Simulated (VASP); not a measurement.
An input for Quantum ESPRESSO's pw.x (written as the equivalent of a VASP run, and not itself run):

```
&CONTROL
  calculation = 'scf'
  pseudo_dir = './pseudo'
  outdir = './out'
  tprnfor = .true.
  tstress = .true.
/
&SYSTEM
  ibrav = 0
  nat = 2
  ntyp = 2
  ecutwfc = 84
  occupations = 'tetrahedra'
  input_dft = 'pbe'
  vdw_corr = 'grimme-d3'
  dftd3_version = 4
  dftd3_threebody = .false.
/
&ELECTRONS
  conv_thr = 7.3e-09
  electron_maxstep = 100
/
ATOMIC_SPECIES
  K 39.098 K.upf
  F 18.998 F.upf
CELL_PARAMETERS angstrom
     0.0000000    2.6735000    2.6735000
     2.6735000    0.0000000    2.6735000
     2.6735000    2.6735000    0.0000000
ATOMIC_POSITIONS crystal
  K    0.0000000  0.0000000  0.0000000
  F    0.5000000  0.5000000  0.5000000
K_POINTS automatic
  10 10 10 0 0 0
```

### Question
Write the VASP files for the same calculation (PBE-D3(BJ)).

### Answer
This is not unique; one that fits is 
**KPOINTS**
```
Automatic mesh
0
Gamma
10 10 10
0 0 0
```

POSCAR:
```
KF
3.78090
  0.0000000000   0.7071067735   0.7071067735
  0.7071067735   0.0000000000   0.7071067735
  0.7071067735   0.7071067735   0.0000000000
K F
1 1
direct
  0.0000000000   0.0000000000   0.0000000000
  0.5000000000   0.5000000000   0.5000000000
```

**INCAR**
```
LWAVE = F
ISMEAR = -5   ! tetrahedra, Bloechl
LREAL = F   ! projection in real space or not
LCHARG = T
PREC = Accurate
GGA = PE
NELM = 100   ! most electronic steps
IVDW = 12   ! D3, Becke-Johnson
SYSTEM = KF
EDIFF = 1E-7   ! SCF stop (eV)
ISIF = 2
LORBIT = 11
ENCUT = 520   ! plane-wave cut-off (eV)
NEDOS = 601   ! DOS grid
ALGO = Normal   ! blocked Davidson
LASPH = T
```

POTCAR, in this order: K_sv F (PBE.64 set). Program: vasp_std.

Limits of the translation: the potentials are each code's own (VASP's PAW set, PseudoDojo norm-conserving files in pw.x), so ENCUT and ecutwfc are chosen apart and not converted; conv_thr bounds pw.x's estimated SCF error, while EDIFF bounds the energy change between steps.

The structure comes from a measured KF entry (Fm-3m) of the Crystallography Open Database, whose conditions weren't checked. The cell was not relaxed at this level.
